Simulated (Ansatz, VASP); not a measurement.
**ScGaN in VASP and in Ansatz**

```xyz
3
Lattice="3.6995 0.0000 0.0000 -1.8498 3.2039 0.0000 0.0000 0.0000 3.5807" Properties=species:S:1:pos:R:3 pbc="T T T"
Sc    0.0000    0.0000    0.0000
Ga    1.8498    1.0680    1.7903
N     0.0000    2.1359    1.7903
```

Change from the starting cell: species swapped into the ZrBeB type (P-6m2, No. 187).

Alike in both runs: functional PBE; k mesh 12 × 12 × 14; occupations gaussian, width 0.1 eV; no spin polarisation.

Ansatz relaxed the structure, and its values are those at the end. VASP's run is a single point on that final structure, the one shown.

|  | VASP | Ansatz |
| --- | --- | --- |
| version | VASP 6.6.1 | Ansatz 0.2.0 |
| potentials or method | VASP PAW PBE potentials, release 64 (Sc_sv, Ga_d, N) | scalar-relativistic, plane waves, PAW |
| plane-wave cutoff (eV) | 520 | 420 |
| valence electrons in the cell | 29 | 29 |

Ansatz gave:

```
gap on the k mesh at the Fermi level (eV) : none
pressure (GPa)                            : 0.0
```

Q: Which values does VASP return?

A: gap on the k mesh at the Fermi level (eV): none; pressure (GPa): 0.3.

A gap of «none» marks a metal or a gap that the smearing closes.
